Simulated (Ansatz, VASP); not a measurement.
# CdS (Greenockite): VASP beside Ansatz

Aim: how closely do two programs agree when they are given the same cell, functional and k mesh? The structure shown is the end of the Ansatz relaxation below.

Method: plane waves, with VASP 6.6.1 beside it; single point at LDA, in Ansatz 0.2.0.

## 1. Starting point

The structure is hexagonal, space group P6_3mc (No. 186). The conventional cell has a = 4.128 Å, b = 4.128 Å, c = 6.724 Å, α = 90.00°, β = 90.00°, γ = 120.00°. S has 4 Cd at 2.52 to 2.53 Å nearest. Cd has 4 S at 2.52 to 2.53 Å nearest. Farther neighbours and most contacts between anions are not listed.

## 2. Ansatz: relaxation, LDA

Ansatz runs on its PAW soft_1 files.

This run makes the geometry at which the two programs are then compared.

input.yaml

```yaml
crystal:
  lattice:
    - [4.1278587059, 0.0, 0.0]
    - [-2.063929353, 3.5748305025, 0.0]
    - [0.0, 0.0, 6.7248029423]
  atoms:
    - { symbol: S, position: [0.3333333333, 0.6666666667, 0.3756028639] }
    - { symbol: S, position: [0.6666666667, 0.3333333333, 0.8756028639] }
    - { symbol: Cd, position: [0.3333333333, 0.6666666667, -0.0006028639] }
    - { symbol: Cd, position: [0.6666666667, 0.3333333333, 0.4993971361] }
kpoints:
  mp_grid: { grid: [15, 15, 8] }
hamiltonian:
  xc: lda
  pseudopotentials: { kind: paw, azcp: { folder: soft_1 }, xc_functional: pbe }
scf:
  occupations: { method: gaussian, width: 0.02 }
output:
  forces: true
  stress: true
  eigenvalues: true
relax:
  adjacent_minimum: "off"
  f_tol: 0.001
  max_steps: 60
  cell: { stress_tol: 0.01, fix: [volume] }
```

Run with:

```bash
ansatz run input.yaml --threads 4 --pin off --max-ram 16384MiB --backend cpu --events-out ev --progress --plain --runs-dir out
```

Numbers of over 12 decimals in the logs are rounded to 6 here.

Log:

```text
Engine: ansatz 0.2.0, x86_64-unknown-linux-gnu
Pseudopotentials: kind: paw
Pseudopotential: S, paw, valence charge 6, recommended cutoff 420 eV (normal), soft_1/S.paw.azcp
Pseudopotential: Cd, paw, valence charge 20, recommended cutoff 420 eV (normal), soft_1/Cd.paw.azcp
Functional definition: SPW92
  exchange = slater_x
  correlation = pw_c
Crystal: 4 atoms, lattice volume = 99.234 Å³
Basis set: ecut = 420 eV, 1943 PW (Γ)
Bands: 32, of which v1, the nominal top of the filled ones, is band 26 counted from 1 (25 counted from 0)
Symmetry: 12 space group operations
Space group: P63mc (ITA 186), of the structure as read, at distance tolerance 4.6e-5 Å
k-points: 135 of 1800 (time reversal used)
Non-local potential: S, projectors of the file, l = 0: 2, l = 1: 2, l = 2: 1
Non-local potential: Cd, projectors of the file, l = 0: 3, l = 1: 2, l = 2: 2, l = 3: 1
PAW form: soft (Blöchl's): semilocal exchange-correlation on the pseudo side does not see the compensation charge
PAW frozen core: S, regenerated for the run's functional, and the local potential with it (the file was generated under x = pbe(κ = 0.804, μ = 0.219515), c = pbe(β = 0.066725))
PAW frozen core: Cd, regenerated for the run's functional, and the local potential with it (the file was generated under x = pbe(κ = 0.804, μ = 0.219515), c = pbe(β = 0.066725))
PAW one-centre angular grid: S, 110 points (default); XC on 64 Gauss nodes
PAW one-centre angular grid: Cd, 590 points (default); XC on 64 Gauss nodes
Initial density: superposition of atomic densities (chi_scale 0.1, normalization cell, long waves kept (reshape's long-wave potential 0.00 eV rms))
Initial wavefunctions: pseudopotential atomic-orbital guess
Functional: x = slater, c = lda
SCF iter   1: F=—  HF=-17977.502381 eV  |F-HF|=—  |Δ(HF+E_count)|=         —  Δρ=2.31e-2  dr2=4.40e-1  ethr=3.10e-3  ⟨swp⟩=7.4  Hψ=19463  notcnv=0
preconditioner: auto → Resta (q_TF=auto, 2.450 Å⁻¹)  ε∞=4.6  [insulator: Δε(μ)=1.161 eV  Ē_g=11.707 eV  σ=0.020 eV  W_gap=1.00  n_scr=22 (ndim 8)  ℏωp=22.4 eV  f_vac=0.071  D(μ)=0.00/eV (n_scr^D=0)  ε∞_Penn≈4.6]
SCF iter   2: F=—  HF=-17977.400913 eV  |F-HF|=—  |Δ(HF+E_count)|=   1.01e-1  Δρ=1.18e-2  dr2=1.11e-1  ethr=8.45e-4  ⟨swp⟩=3.0  Hψ=8202  notcnv=0  defer=229
SCF iter   3: F=—  HF=-17977.380723 eV  |F-HF|=—  |Δ(HF+E_count)|=   2.02e-2  Δρ=3.65e-3  dr2=1.25e-2  ethr=2.14e-4  ⟨swp⟩=2.1  Hψ=5305  notcnv=0  defer=229
SCF iter   4: F=—  HF=-17977.378306 eV  |F-HF|=—  |Δ(HF+E_count)|=   2.42e-3  Δρ=7.86e-4  dr2=7.69e-4  ethr=2.40e-5  ⟨swp⟩=2.0  Hψ=6831  notcnv=0  defer=229
SCF iter   5: F=—  HF=-17977.378474 eV  |F-HF|=—  |Δ(HF+E_count)|=   1.67e-4  Δρ=3.31e-4  dr2=1.45e-4  ethr=1.48e-6  ⟨swp⟩=2.9  Hψ=7923  notcnv=0  defer=229
SCF iter   6: F=—  HF=-17977.378535 eV  |F-HF|=—  |Δ(HF+E_count)|=   6.17e-5  Δρ=6.38e-5  dr2=3.32e-6  ethr=2.78e-7  ⟨swp⟩=2.9  Hψ=6477  notcnv=0  defer=229
SCF iter   7: F=—  HF=-17977.378542 eV  |F-HF|=—  |Δ(HF+E_count)|=   6.61e-6  Δρ=9.76e-6  dr2=1.43e-7  ethr=6.39e-9  ⟨swp⟩=2.1  Hψ=7331  notcnv=0  defer=229
SCF iter   8: F=-17977.378542 eV  HF=-17977.378542 eV  |F-HF|=2.68e-9  |Δ(HF+E_count)|=   7.99e-8  Δρ=2.19e-6  dr2=6.51e-9  ethr=1.92e-10  ⟨swp⟩=10.7  Hψ=19233  notcnv=0
SCF 1 converged in 8 iterations: F = -17977.378542 eV  dr2 = 6.51e-9
  greatest PAW one-centre occupation: 1.001 electrons in one spin orbital (limit 2), on the Cd atom at site 3 (counted from 0), in its partial waves of l = 0
relax step   1: F+E_penalty+E_count = -17977.37854209 eV  Δ(F+E_penalty+E_count) = +0.000e0 eV  max|allowed force component| = 1.740e-3 eV/Å  Δτ_max = 0.0000 Å  P = -2.428 GPa  Ω = 99.234 Å³  fix = [volume]  reactions: volume -2.428 GPa  (8 SCF iters, dr2 threshold 1.00e-7 eV, accepted)
[...]
relax step   2: F+E_penalty+E_count = -17977.37854329 eV  Δ(F+E_penalty+E_count) = -1.202e-6 eV  max|allowed force component| = 9.306e-4 eV/Å  Δτ_max = 0.0002 Å  P = -2.428 GPa  Ω = 99.234 Å³  fix = [volume]  reactions: volume -2.428 GPa  (4 SCF iters, dr2 threshold 1.89e-10 eV, accepted)
[...]
relax step   3: F+E_penalty+E_count = -17977.37854358 eV  Δ(F+E_penalty+E_count) = -2.882e-7 eV  max|allowed force component| = 9.285e-4 eV/Å  Δτ_max = 0.0000 Å  P = -2.428 GPa  Ω = 99.234 Å³  fix = [volume]  reactions: volume -2.428 GPa  stress off target by 1.50e-3 GPa on what of the cell is left free  SCF on the basis re-selected at this cell (its energy is not comparable with the rows above)  (6 SCF iters)
basis re-selected at this cell: Δ(F+E_penalty+E_count) = -2.882e-7 eV, ΔP = -0.000 GPa vs the last step (what re-selecting the basis moved, of the pressure what is left beyond the Pulay correction that the steps carried, after the strain that the cell walked since its last selection, with what the two solves' SCF thresholds leave and, on support functions, any second-order correction that the steps lacked; it is no m [...]
SCF converged after 6 iterations
Free energy (F): -17977.378544 eV
Harris-Foulkes:  -17977.378544 eV  (|F-HF|=3.64e-12)
Internal energy: -17977.378544 eV  (E = F + TS)
E sigma→0 (E₀):  -17977.378544 eV
Fermi energy:    7.094329 eV
--- Per-component energies (eV) ---
  E_band       = -1027.457956
  E_kinetic    = 1093.004819
  E_local      = -8099.738848  (includes V_loc(G=0)·N_el)
  E_nonlocal   = 325.430955
  E_hartree    = 3673.877637
  E_xc         = -487.321241
  E_vxc        = -557.589917  (∫ρ·V_xc dr)
  E_paw        = -9079.491558  (= ΣΔE_a)
  E_vpaw       = -1136.320835  (= ΣTr[D̂ρ^β])
  E_aug_tail   = 0.000586  (compensation charges beyond the density's cutoff)
  E_ewald      = -5404.980429
  E_core_change = 1.839534  (= ΣΔE_core)
  E_smearing   = -0.000000  (= −TS)
  E_closure    = -0.000000  (closes the sum)
  Σ components = -17977.378544   (vs F -17977.378544, Δ=0.00e0)
--- Forces (eV/Å), atoms counted from 1 ---
  atom   1  S     -0.00000000     0.00000000     0.00092850
  atom   2  S      0.00000000     0.00000000     0.00092850
  atom   3  Cd    -0.00000000    -0.00000000    -0.00092855
  atom   4  Cd     0.00000000    -0.00000000    -0.00092855
  max |Σ_I F_I| component: 8.92e-8 eV/Å
--- Stress (GPa, compression-positive) ---
       -2.428482       0.000000      -0.000000
       -0.000000      -2.428482       0.000000
       -0.000000       0.000000      -2.426239
  P = ⅓ Tr σ = -2.4277 GPa (-24.277 kbar)
--- Band table (eV; the first three rows and the last of 135) ---
  k-point 0: bands = [... 22 lower, 5.8490, 6.5721, 6.6248, 6.6248, 7.5636, 9.1830, 12.9016, 12.9016, ... 2 higher]
  k-point 1: bands = [... 22 lower, 5.8765, 6.1816, 6.5930, 6.5930, 7.9304, 9.2042, 12.9183, 12.9183, ... 2 higher]
  k-point 2: bands = [... 22 lower, 5.9557, 5.9557, 6.5035, 6.5035, 8.5073, 9.2575, 12.6921, 12.9757, ... 2 higher]
  k-point 134: bands = [... 22 lower, 4.1132, 4.1132, 5.4696, 5.4696, 10.8107, 10.8107, 12.4940, 12.4940, ... 2 higher]
--- Relaxed structure (2 steps of the walk, 2 accepted, 1 SCFs on fresh bases) ---
  F+E_penalty+E_count = -17977.37854358 eV   max|allowed force component| = 9.285e-4 eV/Å   (the final SCF, on the basis selected at the relaxed cell)
  cell:  # Å, volume = 99.2338 Å³
    - [4.128117, 2.886934524584558e-11, 0]
    - [-2.064058, 3.575054, 0]
    - [0, 0, 6.723962]
  atoms:
    - { symbol: S, position: [0.333333, 0.666667, 0.375636] }
    - { symbol: S, position: [0.666667, 0.333333, 0.875636] }
    - { symbol: Cd, position: [0.333333, 0.666667, -0.000636228] }
    - { symbol: Cd, position: [0.666667, 0.333333, 0.499364] }
```

Reading the cycles: dr2 is the Hartree energy of the density residual (eV), the measure of convergence; HF is the Harris–Foulkes estimate of the energy, which meets the free energy F at convergence.

## 3. VASP: single point, LDA, pair 1

The same cell, functional (in two slightly different forms), mesh and smearing now go to VASP, with its own data sets.

Lines of VASP's logs that name or quote its potential files are left out, and so is its time.

INCAR

```
SYSTEM = CdS
PREC = Accurate
ENCUT = 500
EDIFF = 1E-06
NELM = 120
ISMEAR = 0
SIGMA = 0.02
LREAL = .FALSE.
ALGO = Normal
GGA = CA
NBANDS = 24
LORBIT = 11
LWAVE = .FALSE.
LCHARG = .FALSE.
ISIF = 2
LASPH = .TRUE.
GGA_COMPAT = .FALSE.
EFERMI = MIDGAP
KPAR = 2
```

POSCAR

```
CdS
1.0
    4.1281168474      0.0000000000      0.0000000000
   -2.0640584237      3.5750540597      0.0000000000
    0.0000000000      0.0000000000      6.7239619308
S Cd
2 2
Direct
    0.3333333333      0.6666666667      0.3756362276
    0.6666666667      0.3333333333      0.8756362276
    0.3333333333      0.6666666667      0.9993637724
    0.6666666667      0.3333333333      0.4993637724
```

KPOINTS

```
Automatic mesh
0
Gamma
15 15 8
0 0 0
```

Potentials, in the order of the species: S and Cd (LDA family, release 64).

Run with:

```bash
mpirun -np 2 vasp_std
```

Log:

```text
[banner, memory and clock lines left out]
running    2 mpi-ranks, on    1 nodes
 distrk:  each k-point on    1 cores,    2 groups
 distr:  one band on    1 cores,    1 groups

 POSCAR found type information on POSCAR S Cd
 POSCAR found :  2 types and       4 ions
 LDA part: xc-table for (Slater(with rela. corr.)+CA(PZ))
 , standard interpolation
 POSCAR, INCAR and KPOINTS ok, starting setup
 FFT: planning ... GRIDC
 FFT: planning ... GRID_SOFT
 FFT: planning ... GRID
 WAVECAR not read
 entering main loop
       N       E                     dE             d eps       ncg     rms          rms(c)
DAV:   1     0.242773715140E+03    0.24277E+03   -0.17330E+04  6480   0.134E+03
DAV:   2    -0.301307026973E+01   -0.24579E+03   -0.23839E+03  7376   0.337E+02
DAV:   3    -0.157029643251E+02   -0.12690E+02   -0.12642E+02  8048   0.777E+01
DAV:   4    -0.158262551683E+02   -0.12329E+00   -0.12324E+00  7560   0.753E+00
DAV:   5    -0.158283939667E+02   -0.21388E-02   -0.21387E-02  8168   0.954E-01    0.114E+01
DAV:   6    -0.148479587039E+02    0.98044E+00   -0.20801E+00  8656   0.156E+01    0.885E+00
DAV:   7    -0.148150762932E+02    0.32882E-01   -0.68883E-01  7704   0.472E+00    0.368E+00
DAV:   8    -0.148025788798E+02    0.12497E-01   -0.11111E-01  7512   0.333E+00    0.513E-01
DAV:   9    -0.148006294901E+02    0.19494E-02   -0.18782E-02  8352   0.175E+00    0.141E-01
DAV:  10    -0.148004222426E+02    0.20725E-03   -0.11611E-03  8272   0.370E-01    0.825E-02
DAV:  11    -0.148004316517E+02   -0.94092E-05   -0.93881E-05  7992   0.627E-02    0.985E-02
DAV:  12    -0.148004629795E+02   -0.31328E-04   -0.65789E-05  7384   0.368E-02    0.163E-01
DAV:  13    -0.148005026244E+02   -0.39645E-04   -0.37818E-05  7584   0.476E-02    0.242E-01
DAV:  14    -0.148005284855E+02   -0.25861E-04   -0.96134E-06  7504   0.161E-02    0.264E-01
DAV:  15    -0.148005409763E+02   -0.12491E-04   -0.13435E-06  4208   0.545E-03    0.281E-01
DAV:  16    -0.148005433980E+02   -0.24216E-05   -0.16077E-07  3736   0.214E-03    0.284E-01
DAV:  17    -0.148005268413E+02    0.16557E-04   -0.19450E-06  5416   0.735E-03    0.261E-01
DAV:  18    -0.148004869810E+02    0.39860E-04   -0.19987E-05  6784   0.188E-02    0.191E-01
DAV:  19    -0.148004551540E+02    0.31827E-04   -0.30765E-05  7232   0.256E-02    0.986E-02
DAV:  20    -0.148004449940E+02    0.10160E-04   -0.13341E-05  7488   0.155E-02    0.393E-02
DAV:  21    -0.148004431651E+02    0.18289E-05   -0.28989E-06  6888   0.740E-03    0.130E-02
DAV:  22    -0.148004429167E+02    0.24840E-06   -0.53599E-07  3568   0.342E-03
   1 F= -.14800443E+02 E0= -.14800443E+02  d E =0.000000E+00
```

From OUTCAR (step 3):

```text
ion  position               nearest neighbor table
   1  0.333  0.667  0.376-   4 2.52   4 2.52   4 2.52   3 2.53
   2  0.667  0.333  0.876-   3 2.52   3 2.52   3 2.52   4 2.53
   3  0.333  0.667  0.999-   2 2.52   2 2.52   2 2.52   1 2.53
   4  0.667  0.333  0.499-   1 2.52   1 2.52   1 2.52   2 2.53

  LATTYP: Found a hexagonal cell.
 ALAT       =     4.1281168474
 C/A-ratio  =     1.6288206413

 Subroutine GETGRP returns: Found 12 space group operations
 (whereof  6 operations were pure point group operations)

The static configuration has the point symmetry C_3v.
 The point group associated with its full space group is C_6v.

 Found    135 irreducible k-points:

   k-points           NKPTS =    135   k-points in BZ     NKDIM =    135   number of bands    NBANDS=     24

   dimension x,y,z NGX =    30 NGY =   30 NGZ =   50
   dimension x,y,z NGXF=    60 NGYF=   60 NGZF=  100

   ENCUT  =  500.0 eV  36.75 Ry    6.06 a.u.   7.53  7.53 12.26*2*pi/ulx,y,z

   NELECT =      36.0000    total number of electrons

 k-points in reciprocal lattice and weights: Automatic mesh
   0.00000000  0.00000000  0.00000000       0.001
   0.06666667  0.00000000  0.00000000       0.003
   0.13333333  0.00000000  0.00000000       0.003
   0.20000000  0.00000000  0.00000000       0.003
   0.26666667  0.00000000  0.00000000       0.003
   0.33333333  0.00000000  0.00000000       0.003
   0.40000000  0.00000000  0.00000000       0.003
   0.46666667  0.00000000  0.00000000       0.003
   0.06666667  0.06666667  0.00000000       0.003
[...]
0.33333333  0.26666667  0.50000000       0.007
   0.33333333  0.33333333  0.50000000       0.001

 average (electrostatic) potential at core
       1 -89.8409       2 -89.8409       3 -40.1209       4 -40.1209

 E-fermi :   1.6093

 k-point     1 :       0.0000    0.0000    0.0000
  band No.  band energies     occupation
    ...
     14       0.3481      2.00000
     15       0.3481      2.00000
     16       1.0741      2.00000
     17       1.1261      2.00000
     18       1.1261      2.00000
     19       2.0925      0.00000
     20       3.7059      0.00000
     21       7.4205      0.00000
     22       7.4205      0.00000
     23       7.7126      0.00000
    ...

 k-point     2 :       0.0667    0.0000    0.0000
  band No.  band energies     occupation
    ...
     14       0.1378      2.00000
     15       0.2880      2.00000
     16       0.7674      2.00000
     17       1.0424      2.00000
     18       1.0928      2.00000
     19       2.4392      0.00000
     20       3.9095      0.00000
     21       7.2330      0.00000
     22       7.4941      0.00000
     23       7.7962      0.00000
    ...

 k-point     3 :       0.1333    0.0000    0.0000
  band No.  band energies     occupation
    ...
     14      -0.3695      2.00000
     15       0.1260      2.00000
     16       0.1652      2.00000
     17       0.9422      2.00000
     18       0.9972      2.00000
     19       3.0099      0.00000
     20       4.3684      0.00000
     21       6.8562      0.00000
     22       7.6840      0.00000
     23       7.8746      0.00000
    ...

  Total       -1.2244209     -1.2244209     -1.2238639      0.0000000      0.0000000      0.0000000
  in kB      -19.7688524    -19.7688524    -19.7598604      0.0000000      0.0000000      0.0000000
  external PRESSURE =     -19.7658551 kB  Pullay stress =       0.0000000 kB

  energy-cutoff  :      500.00
  volume of cell :       99.23
      direct lattice vectors                 reciprocal lattice vectors
     4.128116847  0.000000000  0.000000000     0.242241205  0.139858025  0.000000000
    -2.064058424  3.575054060  0.000000000     0.000000000  0.279716050  0.000000000
     0.000000000  0.000000000  6.723961931     0.000000000  0.000000000  0.148721841

 POSITION                                       TOTAL-FORCE (eV/Angst)
 -----------------------------------------------------------------------------------
     -0.00000      2.38337      2.52576        -0.000000      0.000000      0.000141
      2.06406      1.19168      5.88774         0.000000     -0.000000      0.000141
     -0.00000      2.38337      6.71968        -0.000000      0.000000     -0.000141
      2.06406      1.19168      3.35770         0.000000     -0.000000     -0.000141
 -----------------------------------------------------------------------------------
    total drift:                                0.000000     -0.000000     -0.001063

  FREE ENERGIE OF THE ION-ELECTRON SYSTEM (eV)
  ---------------------------------------------------
  free  energy   TOTEN  =       -14.8004429167 eV

  energy  without entropy=      -14.8004429167  energy(sigma->0) =      -14.80044292

 total charge
# of ion       s       p       d       tot
------------------------------------------
    1        1.323   2.376   0.000   3.700
    2        1.323   2.376   0.000   3.700
    3        0.440   0.333   9.553  10.326
    4        0.440   0.333   9.553  10.326
--------------------------------------------------
tot          3.527   5.418  19.106  28.052

[... 3 further parts left out ...]
```

The run ends at a pressure of -1.98 GPa, with forces up to 1.4e-4 eV/Å.

## 4. Differences

Known differences besides the potentials themselves: the two LDA forms differ slightly; the data sets hold 52 valence electrons in Ansatz (on its PAW soft_1 files) and 36 in VASP; the cutoff is 420 eV in Ansatz and 500 eV in VASP; VASP's log shows a relativistic correction to its local exchange, Ansatz's none; Ansatz's pressure holds a Pulay correction, VASP's none. Total energies have different zeros and are not compared.

The two programs side by side:

| quantity | Ansatz | VASP | difference |
| --- | --- | --- | --- |
| pressure (GPa) | -2.43 | -1.98 | -0.45 |
| gap on the k mesh (eV) | 0.939 | 0.966 | -0.028 |

A gap on the mesh is an upper bound, since the band edges may lie between its points.

## 5. Ansatz: relaxation, LDA

This run makes the geometry at which the two programs are then compared. The cell compared in this pair holds 85.88 Å³, against 99.23 Å³ for the pair before.

The structure compared here is the end of the Ansatz relaxation.

input.yaml, the sections that differ from step 2:

```yaml
crystal:
  lattice:
    - [3.9289469169, 0.0, 0.0]
    - [-1.9644734584, 3.4025678401, 0.0]
    - [0.0, 0.0, 6.4237119306]
  atoms:
    - { symbol: S, position: [0.3333333333, 0.6666666667, 0.3749697431] }
    - { symbol: S, position: [0.6666666667, 0.3333333333, 0.8749697431] }
    - { symbol: Cd, position: [0.3333333333, 0.6666666667, 3.02569e-05] }
    - { symbol: Cd, position: [0.6666666667, 0.3333333333, 0.5000302569] }
# kpoints, hamiltonian, scf, output, relax: as in step 2
```

Run with:

```bash
ansatz run input.yaml --threads 4 --pin off --max-ram 16384MiB --backend cpu --events-out ev --progress --plain --runs-dir out
```

Log:

```text
[...]
Crystal: 4 atoms, lattice volume = 85.875 Å³
Basis set: ecut = 420 eV, 1713 PW (Γ)
Bands: 32, of which v1, the nominal top of the filled ones, is band 26 counted from 1 (25 counted from 0)
Symmetry: 12 space group operations
[...]
k-points: 135 of 1800 (time reversal used)
[...]
--- Relaxed structure (3 steps of the walk, 3 accepted, 1 SCFs on fresh bases) ---
[...]
cell:  # Å, volume = 85.8754 Å³
    - [3.926509, -2.8849596556389147e-11, 0]
    - [-1.963255, 3.400457, 0]
    - [0, 0, 6.431690]
  atoms:
    - { symbol: S, position: [0.333333, 0.666667, 0.374669] }
    - { symbol: S, position: [0.666667, 0.333333, 0.874669] }
    - { symbol: Cd, position: [0.333333, 0.666667, 0.000330526] }
    - { symbol: Cd, position: [0.666667, 0.333333, 0.500331] }
[key lines of the parts left out:]
SCF converged after 5 iterations
Free energy (F): -17977.163529 eV
Fermi energy:    9.495837 eV
P = ⅓ Tr σ = 9.0703 GPa (90.703 kbar)
```

[end of part 1 of 2]

[Lines on the potential files, build, host, timing and source positions are cut from VASP's logs without a mark.]

[Logs are printed without paths, hosts, clocks, repeated set-up lines and the standing remarks that a program may print on its own settings, such as how far it seeks lower states.]

[Hosts, paths, dates, database ids (printed as entryN), source tags and the programs' standing remarks are cut or masked in the printed files.]
